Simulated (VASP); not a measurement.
Consider the following.

```xyz
2
Lattice="0.0000 1.9814 1.9814 1.9814 0.0000 1.9814 1.9814 1.9814 0.0000" Properties=species:S:1:pos:R:3 pbc="T T T"
Li     0.0000     0.0000     0.0000
H      1.9814     1.9814     1.9814
```

Method: PBE GGA, VASP's PBE PAW potentials (set 64) (plane waves; VASP). Numerical set-up: 600 eV cut-off, 10×10×10 Γ-centred mesh, Gaussian smearing of 0.050 eV, potentials Li_sv H.

### Question
Estimate the energy per atom (σ→0), pressure, band gap (on the k-mesh) with the smallest direct gap where there is one.

### Answer

| Item | Value |
|---|---|
| band gap (on the k-mesh) | 2.95 eV |
| smallest direct gap (on the k-mesh) | 2.95 eV |
| energy per atom (σ→0) | -3.063 eV/atom |
| pressure | 1.03 GPa |

The absolute energy has meaning only against runs of the same code, potentials and settings.

The compound is LiH in the rock salt structure. It was relaxed first under an external pressure of 1 GPa.
